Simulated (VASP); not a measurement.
## Driving VASP from ASE on Al2Pt

Do ASE scripts that read Al2Pt from different structure formats give one answer, and do several routes find one equilibrium volume? All runs use r2SCAN. Left out of this account: at least 1 further run (self-consistent run: a reference on another mesh). The start is a cell from a database of measured crystal structures.

Calculated with VASP 6.6.1; r2SCAN; plane waves and PAW (Al, Pt).

Most raw output is cut from this account.

The database entry behind the starting cell differs from later determinations by our own check (0.1 to 0.3 % short, probably kX units), so it need not match the best structure at ambient conditions.

## Step 1: Set-up

It takes space group Fm-3m (No. 225, cubic). Conventional cell: a = 5.910 Å, b = 5.910 Å, c = 5.910 Å, α = 90.00°, β = 90.00°, γ = 90.00°. Nearest to Al lie 4 Pt at 2.56 Å. Nearest to Pt lie 8 Al at 2.56 Å. Farther neighbours are not listed.

Structure file:

```cif
data_structure
_symmetry_space_group_name_H-M 'Fm-3m'
_symmetry_Int_Tables_number 225
_cell_length_a 5.9100
_cell_length_b 5.9100
_cell_length_c 5.9100
_cell_angle_alpha 90.000
_cell_angle_beta 90.000
_cell_angle_gamma 90.000
_cell_volume 206.43
loop_
_atom_site_label
_atom_site_type_symbol
_atom_site_symmetry_multiplicity
_atom_site_Wyckoff_symbol
_atom_site_fract_x
_atom_site_fract_y
_atom_site_fract_z
_atom_site_occupancy
Al1 Al 8 c 0.25000 0.75000 0.75000 1
Pt1 Pt 4 a 0.00000 0.00000 0.00000 1
```

## Step 2: Total energy, forces and stress (r2SCAN, through ASE)

A single point through ASE, with the structure read from a POSCAR.

The input, run.py:

```python
import numpy as np
from ase.calculators.vasp import Vasp
from ase.io import read
from ase.dft.bandgap import bandgap

atoms = read('structure.vasp')

calc = Vasp(
    xc='r2scan',
    pp='PBE',
    prec='Accurate',
    encut=400,
    ediff=1e-06,
    nelm=100,
    ismear=-1,
    sigma=0.05,
    lreal=False,
    algo='Normal',
    lasph=True,
    nbands=14,
    lorbit=11,
    lwave=False,
    lcharg=False,
    kpar=4,
    isif=2,
    pp_version='64',
    setups={'Al': '', 'Pt': ''},
    kpts=(9, 9, 9),
    gamma=True,
    txt='vasp.out',
)
atoms.calc = calc

print("energy (eV):", round(atoms.get_potential_energy(), 6))
print("Fermi level (eV):", round(calc.get_fermi_level(), 4))
print("forces (eV/A):")
print(np.round(atoms.get_forces(), 4))
print("stress (GPa, Voigt, tension positive):", np.round(atoms.get_stress() * 160.21766, 3))
gap, p1, p2 = bandgap(calc, direct=False)
print("gap on the mesh (eV):", round(gap, 4))
```

The input, structure.vasp:

```
Al2Pt
1.0
    0.0000000000      2.9550000000      2.9550000000
    2.9550000000      0.0000000000      2.9550000000
    2.9550000000      2.9550000000      0.0000000000
Al Pt
2 1
Direct
    0.2500000000      0.2500000000      0.2500000000
    0.7500000000      0.7500000000      0.7500000000
    0.0000000000      0.0000000000      0.0000000000
```

Potentials, in the order of the species: Al and Pt (PBE family, release 64).

Command:

```console
$ export ASE_VASP_COMMAND="mpirun -np 4 vasp_std"
$ python run.py
```

The job ended after 12 s (4 MPI ranks of Intel Xeon 6975P-C (Granite Rapids), shared host; peak memory 0.61 GiB; 43 s of CPU time).

The PAW data sets were made with PBE, which is usual practice but a small mismatch for other functionals.

This step gave:

* SCF cycles: 14
* electrons: 16
* bands: 14
* irreducible k-points: 35
* symmetry operations: 48
* free energy (TOTEN): -67.9215 eV
* energy at zero smearing: -67.9181 eV
* Fermi energy: 7.875 eV
* pressure: -0.7571 GPa
* metallic, judged on the points sampled: yes

The pressure is -0.76 GPa and the largest force 0.000 eV/Å, so the cell is not at a minimum at these settings.

## Step 3: Total energy, forces and stress (r2SCAN, through ASE), try 2

System of this step: Al2Pt. Symmetry: Fm-3m, No. 225, cubic system. Conventional cell: a = 5.910 Å, b = 5.910 Å, c = 5.910 Å, α = 90.00°, β = 90.00°, γ = 90.00°. Nearest to Al lie 4 Pt at 2.56 Å. Nearest to Pt lie 8 Al at 2.56 Å. Farther neighbours are not listed.

The single point through ASE, with the structure read from a CIF with its space group. The file expands to the conventional cell of 12 atoms, on a 4×4×4 mesh.

Edit run.py of step 2 so:

```diff
@@ -5,3 +5,3 @@
 
-atoms = read('structure.vasp')
+atoms = read('Al2Pt.cif')
 
@@ -19,3 +19,3 @@
     lasph=True,
-    nbands=14,
+    nbands=44,
     lorbit=11,
@@ -27,3 +27,3 @@
     setups={'Al': '', 'Pt': ''},
-    kpts=(9, 9, 9),
+    kpts=(4, 4, 4),
     gamma=True,
```

The input, Al2Pt.cif:

```cif
data_Al2Pt
_cell_length_a 5.91000000
_cell_length_b 5.91000000
_cell_length_c 5.91000000
_cell_angle_alpha 90.00000000
_cell_angle_beta 90.00000000
_cell_angle_gamma 90.00000000
_space_group_name_H-M_alt 'Fm-3m'
_space_group_name_Hall '-F 4 2 3'
_space_group_IT_number 225
loop_
_space_group_symop_operation_xyz
'x,y,z'
'-x,-y,-z'
'-y,x,z'
'y,-x,-z'
'-x,-y,z'
'x,y,-z'
'y,-x,z'
'-y,x,-z'
'x,-y,-z'
'-x,y,z'
'-y,-x,-z'
'y,x,z'
'-x,y,-z'
'x,-y,z'
'y,x,-z'
'-y,-x,z'
'z,x,y'
'-z,-x,-y'
'z,-y,x'
'-z,y,-x'
'z,-x,-y'
'-z,x,y'
'z,y,-x'
'-z,-y,x'
'-z,x,-y'
'z,-x,y'
'-z,-y,-x'
'z,y,x'
'-z,-x,y'
'z,x,-y'
'-z,y,x'
'z,-y,-x'
'y,z,x'
'-y,-z,-x'
'x,z,-y'
'-x,-z,y'
'-y,z,-x'
'y,-z,x'
'-x,z,y'
'x,-z,-y'
'-y,-z,x'
'y,z,-x'
'-x,-z,-y'
'x,z,y'
'y,-z,-x'
'-y,z,x'
'x,-z,y'
'-x,z,-y'
'x,y+1/2,z+1/2'
'-x,-y+1/2,-z+1/2'
'-y,x+1/2,z+1/2'
'y,-x+1/2,-z+1/2'
'-x,-y+1/2,z+1/2'
'x,y+1/2,-z+1/2'
'y,-x+1/2,z+1/2'
'-y,x+1/2,-z+1/2'
'x,-y+1/2,-z+1/2'
'-x,y+1/2,z+1/2'
'-y,-x+1/2,-z+1/2'
'y,x+1/2,z+1/2'
'-x,y+1/2,-z+1/2'
'x,-y+1/2,z+1/2'
'y,x+1/2,-z+1/2'
'-y,-x+1/2,z+1/2'
'z,x+1/2,y+1/2'
'-z,-x+1/2,-y+1/2'
'z,-y+1/2,x+1/2'
'-z,y+1/2,-x+1/2'
'z,-x+1/2,-y+1/2'
'-z,x+1/2,y+1/2'
'z,y+1/2,-x+1/2'
'-z,-y+1/2,x+1/2'
'-z,x+1/2,-y+1/2'
'z,-x+1/2,y+1/2'
'-z,-y+1/2,-x+1/2'
'z,y+1/2,x+1/2'
'-z,-x+1/2,y+1/2'
'z,x+1/2,-y+1/2'
'-z,y+1/2,x+1/2'
'z,-y+1/2,-x+1/2'
'y,z+1/2,x+1/2'
'-y,-z+1/2,-x+1/2'
'x,z+1/2,-y+1/2'
'-x,-z+1/2,y+1/2'
'-y,z+1/2,-x+1/2'
'y,-z+1/2,x+1/2'
'-x,z+1/2,y+1/2'
'x,-z+1/2,-y+1/2'
'-y,-z+1/2,x+1/2'
'y,z+1/2,-x+1/2'
'-x,-z+1/2,-y+1/2'
'x,z+1/2,y+1/2'
'y,-z+1/2,-x+1/2'
'-y,z+1/2,x+1/2'
'x,-z+1/2,y+1/2'
'-x,z+1/2,-y+1/2'
'x+1/2,y,z+1/2'
'-x+1/2,-y,-z+1/2'
'-y+1/2,x,z+1/2'
'y+1/2,-x,-z+1/2'
'-x+1/2,-y,z+1/2'
'x+1/2,y,-z+1/2'
'y+1/2,-x,z+1/2'
'-y+1/2,x,-z+1/2'
'x+1/2,-y,-z+1/2'
'-x+1/2,y,z+1/2'
'-y+1/2,-x,-z+1/2'
'y+1/2,x,z+1/2'
'-x+1/2,y,-z+1/2'
'x+1/2,-y,z+1/2'
'y+1/2,x,-z+1/2'
'-y+1/2,-x,z+1/2'
'z+1/2,x,y+1/2'
'-z+1/2,-x,-y+1/2'
'z+1/2,-y,x+1/2'
'-z+1/2,y,-x+1/2'
'z+1/2,-x,-y+1/2'
'-z+1/2,x,y+1/2'
'z+1/2,y,-x+1/2'
'-z+1/2,-y,x+1/2'
'-z+1/2,x,-y+1/2'
'z+1/2,-x,y+1/2'
'-z+1/2,-y,-x+1/2'
'z+1/2,y,x+1/2'
'-z+1/2,-x,y+1/2'
'z+1/2,x,-y+1/2'
'-z+1/2,y,x+1/2'
'z+1/2,-y,-x+1/2'
'y+1/2,z,x+1/2'
'-y+1/2,-z,-x+1/2'
'x+1/2,z,-y+1/2'
'-x+1/2,-z,y+1/2'
'-y+1/2,z,-x+1/2'
'y+1/2,-z,x+1/2'
'-x+1/2,z,y+1/2'
'x+1/2,-z,-y+1/2'
'-y+1/2,-z,x+1/2'
'y+1/2,z,-x+1/2'
'-x+1/2,-z,-y+1/2'
'x+1/2,z,y+1/2'
'y+1/2,-z,-x+1/2'
'-y+1/2,z,x+1/2'
'x+1/2,-z,y+1/2'
'-x+1/2,z,-y+1/2'
'x+1/2,y+1/2,z'
'-x+1/2,-y+1/2,-z'
'-y+1/2,x+1/2,z'
'y+1/2,-x+1/2,-z'
'-x+1/2,-y+1/2,z'
'x+1/2,y+1/2,-z'
'y+1/2,-x+1/2,z'
'-y+1/2,x+1/2,-z'
'x+1/2,-y+1/2,-z'
'-x+1/2,y+1/2,z'
'-y+1/2,-x+1/2,-z'
'y+1/2,x+1/2,z'
'-x+1/2,y+1/2,-z'
'x+1/2,-y+1/2,z'
'y+1/2,x+1/2,-z'
'-y+1/2,-x+1/2,z'
'z+1/2,x+1/2,y'
'-z+1/2,-x+1/2,-y'
'z+1/2,-y+1/2,x'
'-z+1/2,y+1/2,-x'
'z+1/2,-x+1/2,-y'
'-z+1/2,x+1/2,y'
'z+1/2,y+1/2,-x'
'-z+1/2,-y+1/2,x'
'-z+1/2,x+1/2,-y'
'z+1/2,-x+1/2,y'
'-z+1/2,-y+1/2,-x'
'z+1/2,y+1/2,x'
'-z+1/2,-x+1/2,y'
'z+1/2,x+1/2,-y'
'-z+1/2,y+1/2,x'
'z+1/2,-y+1/2,-x'
'y+1/2,z+1/2,x'
'-y+1/2,-z+1/2,-x'
'x+1/2,z+1/2,-y'
'-x+1/2,-z+1/2,y'
'-y+1/2,z+1/2,-x'
'y+1/2,-z+1/2,x'
'-x+1/2,z+1/2,y'
'x+1/2,-z+1/2,-y'
'-y+1/2,-z+1/2,x'
'y+1/2,z+1/2,-x'
'-x+1/2,-z+1/2,-y'
'x+1/2,z+1/2,y'
'y+1/2,-z+1/2,-x'
'-y+1/2,z+1/2,x'
'x+1/2,-z+1/2,y'
'-x+1/2,z+1/2,-y'
loop_
_atom_site_label
_atom_site_type_symbol
_atom_site_symmetry_multiplicity
_atom_site_Wyckoff_symbol
_atom_site_fract_x
_atom_site_fract_y
_atom_site_fract_z
_atom_site_occupancy
Al1 Al 8 c 0.2500000000 0.7500000000 0.7500000000 1
Pt1 Pt 4 a 0.0000000000 0.0000000000 0.0000000000 1
```

Elapsed: 33 s, on 4 MPI ranks; peak memory 1.1 GiB.

The k-mesh is coarse for a metal.

Numbers from this step:

```yaml
scf_cycles: 16
electrons: 64
bands: 44
irreducible_k_points: 10
free_energy_toten: -271.5868 eV
energy_at_zero_smearing: -271.5579 eV
fermi_energy: 7.724 eV
pressure: -0.6281 GPa
```

The energy lies +9.55 meV an atom from the first script, since this cell and mesh sample the zone at other points.

## Step 4: Relaxing cell and atoms (r2SCAN, through ASE)

System of this step: Al2Pt. The structure is cubic, space group Fm-3m (No. 225). Conventional cell: a = 5.910 Å, b = 5.910 Å, c = 5.910 Å, α = 90.00°, β = 90.00°, γ = 90.00°. Nearest to Al lie 4 Pt at 2.56 Å. Nearest to Pt lie 8 Al at 2.56 Å. Farther neighbours are not listed.

The start need not lie at this functional's minimum. ISIF = 3 frees volume, shape and positions, and EDIFFG sets the threshold on forces and stress at which the search stops.

The input, run.py:

```python
import numpy as np
from ase.calculators.vasp import Vasp
from ase import Atoms

atoms = Atoms(['Al', 'Al', 'Pt'],
              cell=[[0.0, 2.955, 2.955], [2.955, 0.0, 2.955], [2.955, 2.955, 0.0]],
              scaled_positions=[[0.25, 0.25, 0.25], [0.75, 0.75, 0.75], [0.0, 0.0, 0.0]],
              pbc=True)

calc = Vasp(
    xc='r2scan',
    pp='PBE',
    prec='Accurate',
    encut=400,
    ediff=1e-06,
    nelm=100,
    ismear=-1,
    sigma=0.05,
    lreal=False,
    algo='Normal',
    lasph=True,
    nbands=14,
    lorbit=11,
    lwave=False,
    lcharg=False,
    kpar=4,
    ibrion=2,
    nsw=60,
    isif=3,
    ediffg=-0.01,
    pp_version='64',
    setups={'Al': '', 'Pt': ''},
    kpts=(9, 9, 9),
    gamma=True,
    txt='vasp.out',
)
atoms.calc = calc

print("energy (eV):", round(atoms.get_potential_energy(), 6))
print("Fermi level (eV):", round(calc.get_fermi_level(), 4))
print("forces (eV/A):")
print(np.round(atoms.get_forces(), 4))
print("stress (GPa, Voigt, tension positive):", np.round(atoms.get_stress() * 160.21766, 3))
print("cell (A, degrees):", np.round(atoms.cell.cellpar(), 4))
print("volume (A^3):", round(atoms.get_volume(), 4))
print("positions:")
print(np.round(atoms.get_scaled_positions(), 5))
```

Elapsed: 25 s, on 4 MPI ranks; peak memory 0.62 GiB; 93 s of CPU time.

The run keeps the 48 symmetry operations of its start, so it cannot find a distortion of lower symmetry.

Step by step:

```csv
step,energy less that of the first step (eV),largest force (eV/Å),pressure (GPa),volume (Å³)
1,0.0000,0.0000,-0.76,51.61
2,0.0002,0.0000,0.96,51.00
3,-0.0007,0.0000,0.04,51.32
```

```csv
"conventional cell, symmetrised",before,after,change
a (Å),5.910,5.899,-0.2 %
b (Å),5.910,5.899,-0.2 %
c (Å),5.910,5.899,-0.2 %
volume (Å³/atom),17.20,17.11,-0.6 %
```

Final coordinates:

```cif
data_structure
_symmetry_space_group_name_H-M 'P 1'
_symmetry_Int_Tables_number 1
_cell_length_a 4.1711
_cell_length_b 4.1711
_cell_length_c 4.1711
_cell_angle_alpha 60.000
_cell_angle_beta 60.000
_cell_angle_gamma 60.000
_cell_volume 51.32
loop_
_atom_site_label
_atom_site_type_symbol
_atom_site_fract_x
_atom_site_fract_y
_atom_site_fract_z
_atom_site_occupancy
Al1 Al 0.25000 0.25000 0.25000 1
Al2 Al 0.75000 0.75000 0.75000 1
Pt3 Pt 0.00000 0.00000 0.00000 1
```

This step gave:

```yaml
electrons: 16
bands: 14
irreducible_k_points: 35
free_energy_toten: -67.9222 eV
energy_at_zero_smearing: -67.9188 eV
fermi_energy: 7.942 eV
pressure: 0.04227 GPa
scf_cycles_over_all_ionic_steps: 27
```

It ends with forces that vanish by symmetry and a pressure of 0.04 GPa.

## Step 5: Energy against volume, from ASE (r2SCAN)

An ASE loop scales the volume at fixed shape and fractional positions and fits the energies, which gives the bulk modulus of a clamped cell from energies alone.

The input, run.py:

```python
import numpy as np
from ase.calculators.vasp import Vasp
from ase.io import read
from ase.eos import EquationOfState
from ase.units import GPa

atoms = read('Al2Pt.cif')

calc = Vasp(
    xc='r2scan',
    pp='PBE',
    prec='Accurate',
    encut=400,
    ediff=1e-06,
    nelm=100,
    ismear=-1,
    sigma=0.05,
    lreal=False,
    algo='Normal',
    lasph=True,
    nbands=14,
    lorbit=11,
    lwave=False,
    lcharg=False,
    kpar=4,
    isif=2,
    pp_version='64',
    setups={'Al': '', 'Pt': ''},
    kpts=(9, 9, 9),
    gamma=True,
    txt='vasp.out',
)
atoms.calc = calc

cell, volumes, energies = atoms.get_cell(), [], []
for x in [0.94, 0.96, 0.98, 1.0, 1.02, 1.04, 1.06]:
    atoms.set_cell(cell * x ** (1 / 3), scale_atoms=True)
    volumes.append(atoms.get_volume())
    energies.append(atoms.get_potential_energy())
    print(f"{x:.2f}  V = {volumes[-1]:.4f} A^3  E = {energies[-1]:.6f} eV")
v0, e0, b0 = EquationOfState(volumes, energies, eos="birchmurnaghan").fit()
print(f"V0 = {v0:.4f} A^3  E0 = {e0:.6f} eV  B0 = {b0 / GPa:.2f} GPa")
```

The input, Al2Pt.cif:

```cif
data_Al2Pt
_cell_length_a 4.17900108
_cell_length_b 4.17900108
_cell_length_c 4.17900108
_cell_angle_alpha 60.00000000
_cell_angle_beta 60.00000000
_cell_angle_gamma 60.00000000
_space_group_name_H-M_alt 'P1'
_space_group_name_Hall 'P 1'
_space_group_IT_number 1
loop_
_space_group_symop_operation_xyz
'x,y,z'
loop_
_atom_site_label
_atom_site_type_symbol
_atom_site_symmetry_multiplicity
_atom_site_Wyckoff_symbol
_atom_site_fract_x
_atom_site_fract_y
_atom_site_fract_z
_atom_site_occupancy
Al1 Al 1 a 0.2500000000 0.2500000000 0.2500000000 1
Al2 Al 1 a 0.7500000000 0.7500000000 0.7500000000 1
Pt1 Pt 1 a 0.0000000000 0.0000000000 0.0000000000 1
```

It took 80 s on 4 MPI ranks; peak memory 0.62 GiB; 5 min of CPU time.

This step gave:

```
bulk modulus                  : 143.8 GPa
equilibrium volume of the fit : 17.11 Å³/atom
```

The fit over cells of fixed shape and fractional positions puts the volume +0.05 % from the relaxed one.

## Step 6: Relaxation driven by ASE (r2SCAN)

Here ASE drives the relaxation and calls VASP for forces and stress at each step.

The input, run.py:

```python
import numpy as np
from ase.calculators.vasp import Vasp
from ase import Atoms
from ase.optimize import BFGS
from ase.filters import FrechetCellFilter

atoms = Atoms(['Al', 'Al', 'Pt'],
              cell=[[0.0, 2.955, 2.955], [2.955, 0.0, 2.955], [2.955, 2.955, 0.0]],
              scaled_positions=[[0.25, 0.25, 0.25], [0.75, 0.75, 0.75], [0.0, 0.0, 0.0]],
              pbc=True)

calc = Vasp(
    xc='r2scan',
    pp='PBE',
    prec='Accurate',
    encut=400,
    ediff=1e-06,
    nelm=100,
    ismear=-1,
    sigma=0.05,
    lreal=False,
    algo='Normal',
    lasph=True,
    nbands=14,
    lorbit=11,
    lwave=False,
    lcharg=False,
    kpar=4,
    isif=2,
    pp_version='64',
    setups={'Al': '', 'Pt': ''},
    kpts=(9, 9, 9),
    gamma=True,
    txt='vasp.out',
)
atoms.calc = calc

BFGS(FrechetCellFilter(atoms)).run(fmax=0.02, steps=30)
print("cell (A, degrees):", np.round(atoms.cell.cellpar(), 4))
print("volume (A^3):", round(atoms.get_volume(), 4))
print("energy (eV):", round(atoms.get_potential_energy(), 6))
print("Fermi level (eV):", round(calc.get_fermi_level(), 4))
print("forces (eV/A):")
print(np.round(atoms.get_forces(), 4))
print("stress (GPa, Voigt, tension positive):", np.round(atoms.get_stress() * 160.21766, 3))
```

Run time: 36 s. Hardware: 4 MPI ranks; peak memory 0.64 GiB; 2.2 min of CPU time.

This step gave:

```
optimizer steps   : 2
volume after bfgs : 17.11 Å³/atom
```

## Step 7: Side by side

| run | atoms | mesh | energy (eV/atom) | pressure (GPa) |
| --- | --- | --- | --- | --- |
| ASE, structure read from a POSCAR | 3 | 9×9×9 | -22.63938 | -0.757 |
| ASE, structure read from a CIF with its space group | 12 | 4×4×4 | -22.62983 | -0.628 |

## Step 8: Self-consistent run (r2SCAN, through ASE) with a changed input

A single point gives energy, forces and stress at these settings. Some settings are moved from the usual, to see what they do.

Edit run.py of step 6 so:

```diff
@@ -3,4 +3,3 @@
 from ase import Atoms
-from ase.optimize import BFGS
-from ase.filters import FrechetCellFilter
+from ase.dft.bandgap import bandgap
 
@@ -14,3 +13,3 @@
     pp='PBE',
-    prec='Accurate',
+    prec='Single',
     encut=400,
@@ -18,4 +17,4 @@
     nelm=100,
-    ismear=-1,
-    sigma=0.05,
+    ismear=1,
+    sigma=0.2,
     lreal=False,
@@ -37,5 +36,2 @@
 
-BFGS(FrechetCellFilter(atoms)).run(fmax=0.02, steps=30)
-print("cell (A, degrees):", np.round(atoms.cell.cellpar(), 4))
-print("volume (A^3):", round(atoms.get_volume(), 4))
 print("energy (eV):", round(atoms.get_potential_energy(), 6))
@@ -45 +41,3 @@
 print("stress (GPa, Voigt, tension positive):", np.round(atoms.get_stress() * 160.21766, 3))
+gap, p1, p2 = bandgap(calc, direct=False)
+print("gap on the mesh (eV):", round(gap, 4))
```

The job ended after 11 s (4 MPI ranks; peak memory 0.48 GiB).

The run converged, and its energy and pressure stay near those of the sound run.

Against the sound run on this cell (total energy, forces and stress (r2SCAN, through ASE)) the energy at zero smearing moves by -0.3 meV an atom and the pressure by -0.04 GPa.

Settings moved from the usual: ISMEAR = 1, SIGMA = 0.2 and PREC = Single.

PREC = Single changes the FFT grids.

## Step 9: What came out

| Item | Value |
| --- | --- |
| energy, ASE, structure read from a POSCAR | -22.63938 eV/atom |
| energy, ASE, structure read from a CIF with its space group | -22.62983 eV/atom |
| volume from VASP's own relaxation | 17.11 Å³/atom |
| volume from the fit of the ASE volume loop | 17.11 Å³/atom |
| volume from BFGS in ASE | 17.11 Å³/atom |

**Reading.** With the structure read from a CIF with its space group, ASE's run differs from the first script by +9.6 meV an atom, on the larger cell and its own mesh. The routes to the equilibrium volume agree within 0.05 %. A relaxation follows the stress, which carries a basis-set error, while a volume loop fits energies; every loop stops at a tolerance; VASP's relaxation keeps the plane waves of its start, while ASE starts VASP afresh at each cell, and a loop at fixed shape can't relax anything but the volume.

[Lines on the potential files, build, host, timing and source positions are cut from VASP's logs without a mark.]

[Logs are printed without paths, hosts, clocks, repeated set-up lines and the standing remarks that a program may print on its own settings, such as how far it seeks lower states.]

[Hosts, paths, dates, database ids (printed as entryN), source tags and the programs' standing remarks are cut or masked in the printed files.]

[A measured line is paired with the nearest computed mode of its activity, which favours agreement.]

[In band tables of VASP the shares of atoms and orbitals are scaled to a sum of 1 inside the atoms' spheres.]
